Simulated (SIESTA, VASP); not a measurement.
This is a calculation of MoN2 for SIESTA 5.4.2. Atoms were shifted at random by some hundredths of an Å from the given cell, which wasn't relaxed again for these runs. The cell comes from a database or a generator and needn't be the stable form of this composition.

File MoN2.fdf:

```
SystemName                      MoN2
SystemLabel                     MoN2
NumberOfSpecies                 2
NumberOfAtoms                   6
%block ChemicalSpeciesLabel
  1  42 Mo
  2   7 N
%endblock ChemicalSpeciesLabel

LatticeConstant                 1.0 Ang
%block LatticeVectors
     4.3480530000     0.0000000000     0.0000000000
     0.0000000000     4.3480530000     0.0000000000
     0.0000000000     0.0000000000     2.7674600000
%endblock LatticeVectors
AtomicCoordinatesFormat         Fractional
%block AtomicCoordinatesAndAtomicSpecies
     0.0054570000     0.0144110000    -0.0105480000  1  Mo
     0.5038170000     0.5032590000    -0.0019910000  1  Mo
     0.6157790000     0.8857110000     0.4952830000  2  N
     0.3834860000     0.1159040000     0.4976280000  2  N
     0.1069550000     0.6130240000     0.5085940000  2  N
     0.8778680000     0.3894000000     0.4879290000  2  N
%endblock AtomicCoordinatesAndAtomicSpecies

%block kgrid.MonkhorstPack
    6   0   0  0.0
    0   6   0  0.0
    0   0  10  0.0
%endblock kgrid.MonkhorstPack
XC.Functional                   GGA
XC.Authors                      PBEsol
PAO.BasisSize                   DZP
PAO.EnergyShift                 0.003 Ry
Mesh.Cutoff                     800 Ry
OccupationFunction              FD
ElectronicTemperature           0.05 eV
MaxSCFIterations                120
SCF.MustConverge                false
SCF.Mixer.Method                Pulay
SCF.Mixer.Weight                0.25
SCF.Mixer.History               8
SCF.DM.Tolerance                5.0e-05
SCF.H.Tolerance                 1.0e-03 eV
WriteForces                     true
Charge.Mulliken                 end
%block PAO.Basis
  Mo 5
  n=4 0 2
    3.234 0.000
  n=5 0 2
    8.897 0.000
  n=4 1 2
    3.729 0.000
  n=5 1 1
    8.897
  n=4 2 2
    6.735 0.000
%endblock PAO.Basis
```

Potentials or basis: PseudoDojo 0.4 standard (PBEsol files), converted to PSML, two zetas on semicore shells, DZP (energy shift 0.003 Ry; two zetas on semicore shells).

The run is started by

```console
$ siesta < MoN2.fdf > MoN2.out 2>&1
```

Set up the same calculation for VASP 6.6.1. Potentials or basis there: PBE PAW files Mo_sv, N, 520 eV.

As run (cutoffs and basis follow the program's own potentials, and thresholds, step limits or extra output files can differ):

The input INCAR:

```
PREC     = Accurate       # precision mode
ENCUT    = 520            # plane-wave cutoff, eV
EDIFF    = 1E-7           # SCF threshold, eV
ISMEAR   = -1             # smearing method
SIGMA    = 0.05           # smearing width, eV
LREAL    = F              # projectors in reciprocal space
LASPH    = T              # aspherical terms in the spheres
NELM     = 60             # most SCF steps
ALGO     = Normal         # electronic algorithm
ISIF     = 2              # what is computed and relaxed
LWAVE    = F              # write WAVECAR
LCHARG   = F              # write CHGCAR
GGA      = PS             # functional
NBANDS   = 33             # bands
KPAR     = 2
```

File KPOINTS:

```
Automatic mesh
0
Gamma
  6 6 10
```

Contents of POSCAR:

```
MoN2
1.0
    4.3480530000      0.0000000000      0.0000000000
    0.0000000000      4.3480530000      0.0000000000
    0.0000000000      0.0000000000      2.7674600000
Mo N
2 4
Direct
    0.0054570000      0.0144110000     -0.0105480000
    0.5038170000      0.5032590000     -0.0019910000
    0.6157790000      0.8857110000      0.4952830000
    0.3834860000      0.1159040000      0.4976280000
    0.1069550000      0.6130240000      0.5085940000
    0.8778680000      0.3894000000      0.4879290000
```

Potentials or basis: VASP PAW PBE potentials, release 64 (Mo_sv, N).

Run with:

```bash
$ cat potpaw_PBE.64/Mo_sv/POTCAR potpaw_PBE.64/N/POTCAR > POTCAR
$ mpirun -np 2 vasp_std > vasp.out
```

Both were run:

|  | SIESTA | VASP |
| --- | --- | --- |
| Pressure | -5.2 GPa | -14.3 GPa |
| Largest force | 1.298 eV/Å | 1.353 eV/Å |

VASP's potentials were made for PBE.

The two runs disagree by more than potentials and bases usually give (in gap, levels, pressure or energy); the cause wasn't traced.

Pressure is positive in compression.
